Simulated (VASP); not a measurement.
An input for Ansatz (written as the equivalent of a VASP run, and not itself run):

Ansatz 0.2 input:
```yaml
crystal:
  lattice:
    - [0.0000000, 2.0169866, 2.0169866]
    - [2.0169866, 0.0000000, 2.0169866]
    - [2.0169866, 2.0169866, 0.0000000]
  atoms:
    - { symbol: Al, position: [0.0000000, 0.0000000, 0.0000000] }
    - { symbol: N, position: [0.5000000, 0.5000000, 0.5000000] }
kpoints:
  mp_grid: { grid: [10, 10, 10] }
hamiltonian:
  xc: r2scan
  pseudopotentials: { kind: paw }
scf:
  occupations: { method: gaussian, width: 0.05 }
  max_iter: 100
relax:
  max_steps: 60
  f_tol: 0.01
  cell: {}
output: { forces: true, stress: true, eigenvalues: true }
```

Task: Write the VASP files for the same calculation (r2SCAN).

Result: Several could match; the one computed here: 
### INCAR
```
SYSTEM = AlN
PREC = Accurate; ENCUT = 520; LREAL = .FALSE.
LASPH = .TRUE.
EDIFF = 1E-6; NELM = 100; ALGO = Normal
LMIXTAU = .TRUE.
ISMEAR = 0; SIGMA = 0.05
METAGGA = R2SCAN
IBRION = 2; NSW = 60; ISIF = 3
EDIFFG = -0.01
LWAVE = .FALSE.; LCHARG = .FALSE.
```

**KPOINTS**
```
kpoints
0
Gamma
  10 10 10
```

### POSCAR
```
AlN
1.0
  0.0000000000   2.0169866162   2.0169866162
  2.0169866162   0.0000000000   2.0169866162
  2.0169866162   2.0169866162   0.0000000000
Al N
1 1
Cartesian
  0.0000000000   0.0000000000   0.0000000000
  2.0169866162   2.0169866162   2.0169866162
```

POTCAR, in this order: Al N (PBE.64 set). Program: vasp_std.

The two are equivalent in intent, not identical: each code has its own PAW files, so the cut-off isn't converted (ENCUT is set for VASP's; basis.ecutwfc is left out, and Ansatz then takes the one that its files recommend); Ansatz stops its SCF on the density residual and VASP on the energy change (EDIFF).

The structure was generated: AlN was put into the rock salt type (Fm-3m), which need not be its known phase. It was relaxed first, which changed the volume by -8 %. The start is the result of an earlier pass.
